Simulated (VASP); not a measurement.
NAlO2H4, 8 atoms in the cell. The cell holds a molecule in a box, 8 atoms: a = 13.000 Å, b = 14.000 Å, c = 11.000 Å, α = 90.00°, β = 90.00°, γ = 90.00°. 

- Program: VASP 6.6.1
- Task: single point
- Functional: HSE06
- Dispersion: D4
- Potentials or basis: VASP PAW PBE potentials, release 64 (N, Al, O, H)
- Cutoff: 520 eV
- k mesh: 1 × 1 × 1
- Occupations: gaussian, width 0.01 eV
- Spin: no spin polarisation
- Grid for exact exchange (PRECFOCK): Normal
- Screening parameter: 0.2 1/A
- Further INCAR settings: ALGO = Normal; EDIFF = 1e-06

Potentials or basis: VASP PAW PBE potentials, release 64 (N, Al, O, H).

Launch:

```bash
$ cat potpaw_PBE.64/N/POTCAR potpaw_PBE.64/Al/POTCAR potpaw_PBE.64/O/POTCAR potpaw_PBE.64/H/POTCAR > POTCAR
$ cp INCAR.step1 INCAR
$ mpirun -np 1 vasp_gam > vasp.out
$ cp INCAR.step2 INCAR
$ mpirun -np 1 vasp_gam > vasp.out
```

Hardware: 1 thread of Intel(R) Xeon(R) 6975P-C (Granite Rapids), on a shared host.

Problem. How long does it take, and how much memory?

Solution. Run time: 7.5 min on 1 thread of Intel(R) Xeon(R) 6975P-C (Granite Rapids), on a shared host, peak memory 1.6 GiB. Counts: scf iterations 43, k points 1.
